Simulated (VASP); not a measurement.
Here is a VASP 6.6.1 calculation.

INCAR

```
SYSTEM = CdS
PREC     = Accurate       ! precision mode
ENCUT    = 350            ! plane-wave cutoff, eV
EDIFF    = 1E-7           ! SCF threshold, eV
ISMEAR   = 0              ! smearing method
SIGMA    = 0.02           ! smearing width, eV
LREAL    = .FALSE.        ! projectors in reciprocal space
LASPH    = .TRUE.         ! aspherical terms in the spheres
NELM     = 60             ! most SCF steps
ALGO     = Fast           ! electronic algorithm
ISIF     = 2              ! what is computed and relaxed
LWAVE    = .FALSE.        ! write WAVECAR
LCHARG   = .FALSE.        ! write CHGCAR
GGA      = PE             ! functional
NBANDS   = 16             ! bands
```

Contents of KPOINTS:

```
Automatic mesh
0
G
  8 8 8
  0 0 0
```

File POSCAR:

```
CdS
1.0
    0.0000000000      2.9165000000      2.9165000000
    2.9165000000      0.0000000000      2.9165000000
    2.9165000000      2.9165000000      0.0000000000
Cd S
1 1
Direct
    0.0000000000      0.0000000000      0.0000000000
    0.2500000000      0.2500000000      0.2500000000
```

Potentials or basis: VASP PAW PBE potentials, release 64 (Cd, S).

Run with:

```sh
$ cat potpaw_PBE.64/Cd/POTCAR potpaw_PBE.64/S/POTCAR > POTCAR
$ mpirun -np 1 vasp_std > vasp.out
```

(1) Estimate the band gap on the k mesh.

(2) Predict the pressure.

Answers

(1) 1.14 eV, direct.

(2) 2.8 GPa.
